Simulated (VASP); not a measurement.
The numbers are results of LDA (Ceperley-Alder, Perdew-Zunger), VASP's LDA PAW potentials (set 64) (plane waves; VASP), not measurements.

VASP ran on this input.

**POSCAR**
```
CdSe
1
    0.0000000000     3.0250000000     3.0250000000
    3.0250000000     0.0000000000     3.0250000000
    3.0250000000     3.0250000000     0.0000000000
Cd Se
1 1
Direct
  0.0000000000   0.0000000000   0.0000000000
  0.2500000000   0.2500000000   0.2500000000
```

**INCAR**
```
SYSTEM = CdSe
PREC = Accurate
ENCUT = 400
EDIFF = 1E-6
NELM = 100
ALGO = Normal
LREAL = .FALSE.
LASPH = .TRUE.
ISMEAR = 0
SIGMA = 0.05
LMAXMIX = 4
LWAVE = .FALSE.
LCHARG = .FALSE.
IBRION = 2
ISIF = 3
NSW = 60
EDIFFG = -0.01
```

### KPOINTS
```
K-points
0
G
7 7 7
0 0 0
```

POTCAR, in this order: Cd Se (LDA.64 set). Program: vasp_std.

**Question.** What does the run give for the energy per atom (σ→0), volume per atom, band gap (on the k-mesh)?

**Answer.** 
| Property | Result |
|---|---|
| energy per atom (σ→0) | -3.380 eV/atom |
| band gap (on the k-mesh) | 0.43 eV |
| volume per atom | 27.15 Å³/atom |

OSZICAR:
```
...
       N       E                     dE             d eps       ncg     rms          rms(c)
DAV:   1    -0.677228931685E+01   -0.12558E-01   -0.24235E-01   585   0.683E+00    0.824E-01
DAV:   2    -0.676165092729E+01    0.10638E-01   -0.27644E-02   570   0.273E+00    0.289E-01
DAV:   3    -0.676060628174E+01    0.10446E-02   -0.27467E-03   560   0.610E-01    0.249E-01
DAV:   4    -0.676046796445E+01    0.13832E-03   -0.19577E-04   540   0.137E-01    0.375E-02
DAV:   5    -0.676045895176E+01    0.90127E-05   -0.40534E-05   595   0.104E-01    0.124E-02
DAV:   6    -0.676045872608E+01    0.22568E-06   -0.62407E-06   530   0.353E-02
   3 F= -.67604587E+01 E0= -.67604587E+01  d E =-.367926E-02
```

The compound is CdSe in the zinc blende structure, whereas wurtzite is the usual form. This run relaxes it. Symmetry was kept, so distortions that lower it aren't found.
